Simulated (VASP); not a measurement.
Calculation: PBEsol GGA, VASP's PBE PAW potentials (set 64) (plane waves; VASP).

VASP input:

POSCAR:
```
Pb(111) slab
1
    3.4847553148     0.0000000000     0.0000000000
   -1.7423771596     3.0178866965     0.0000000000
    0.0000000000     0.0000000000    26.3150633353
Pb
4
Direct
  0.0000000000   1.0000000000   0.3398640538
  0.6666670000   0.3333330000   0.4433275239
  0.3333330000   0.6666670000   0.5566724761
  0.0000000000   0.0000000000   0.6601359462
```

INCAR:
```
ALGO = Normal
DIPOL = 0.5 0.5 0.5
EDIFF = 1E-6
ENCUT = 400
GGA = PS
IDIPOL = 3
ISMEAR = 1
LASPH = T
LCHARG = F
LDIPOL = T
LMAXMIX = 4
LORBIT = 11
LREAL = F
LVHAR = T
LWAVE = F
NELM = 100
NELMIN = 4
PREC = Normal
SIGMA = 0.1
SYSTEM = Pb(111) slab
```

### KPOINTS
```
Automatic mesh
0
Gamma
9 9 1
0 0 0
```

POTCAR, in this order: Pb_d (PBE.64 set). Program: vasp_std. Read from the step before: WAVECAR.

Unless said otherwise, spin-orbit coupling is left out, though it shifts the bands of the heavy elements here.

Task: What does the run give for the energy per atom (σ→0), band gap (on the k-mesh)?

Result: 
```yaml
energy per atom (σ→0): -3.895 eV/atom
band gap (on the k-mesh): none (metal, semimetal or under 0.01 eV)
```

**OSZICAR**
```
       N       E                     dE             d eps       ncg     rms          rms(c)
DAV:   1    -0.155791254587E+02   -0.15579E+02   -0.19462E-05   688   0.704E-02    0.250E-03
DAV:   2    -0.155791241446E+02    0.13142E-05   -0.21937E-05   697   0.907E-02    0.124E-03
DAV:   3    -0.155791240587E+02    0.85860E-07   -0.20324E-06   607   0.291E-02    0.676E-04
DAV:   4    -0.155791241620E+02   -0.10330E-06   -0.88245E-07   498   0.832E-03
   1 F= -.15579124E+02 E0= -.15580363E+02  d E =0.371550E-02
```

The cell is a thin slab with vacuum, built from Pb (fcc): (111) face.
